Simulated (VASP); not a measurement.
Runs of VASP 6.6.1 on H6C5O7. The cell holds a amorphous, 36 atoms: a = 8.658 Å, b = 8.658 Å, c = 8.658 Å, α = 90.00°, β = 90.00°, γ = 90.00°. The cell was built by a generator and needn't be a form met in nature.

```csv
cell,gap on the mesh (eV),pressure (GPa),largest force (eV/Å)
"P1, 18.03 Å³/atom",3.73,(b),8.01
"P1, 10.79 Å³/atom",(a),9.2,8.92
"P1, 5.86 Å³/atom",3.04,75.9,10.13
"P1, 7.27 Å³/atom",3.16,31.2,8.19
```

Alike in all rows: task single point; level PBE; potentials or basis VASP PAW PBE potentials, release 64 (C, O, H); no spin polarisation; k mesh 1 × 1 × 1; cutoff (eV) 520; smearing fermi-dirac 0.05 eV.

**Question.** Fill in the values left out.

**Answer.** (a) 3.14; (b) -2.3.

Caveats: the standard files for N, O and F lose accuracy on very short bonds; a pressure of tens of GPa on the cell as given is suspect, and the run, the potentials or the cell itself is likely at fault (some runs).

A k mesh can miss the band edges.
